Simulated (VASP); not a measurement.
Consider the following.

```yaml
crystal:
  lattice:
    - [0.00000, 3.03513, 3.03513]
    - [3.03513, 0.00000, 3.03513]
    - [3.03513, 3.03513, 0.00000]
  atoms:
    - { symbol: Al, position: [0.25000, 0.25000, 0.25000] }
    - { symbol: Al, position: [0.75000, 0.75000, 0.75000] }
    - { symbol: Au, position: [0.00000, 0.00000, 0.00000] }
```

Level of theory: vdW-DF-cx, VASP's PBE PAW potentials (set 64) (plane waves; VASP). Settings: 520 eV cut-off, 9×9×9 Γ-centred mesh, first-order Methfessel-Paxton smearing of 0.10 eV, potentials Al Au.

### Question
Give the stress tensor in GPa (positive for a compressed cell).

### Answer

```
-2.96   0.00   0.00
 0.00  -2.96   0.00
 0.00   0.00  -2.96
```
The pressure is its mean diagonal, -2.96 GPa.

The compound is AuAl2 in the fluorite structure. This cell is one point of a volume scan, at 1.03 of the reference volume. The electron count is odd and the run is not spin-polarised, which forces a metal.
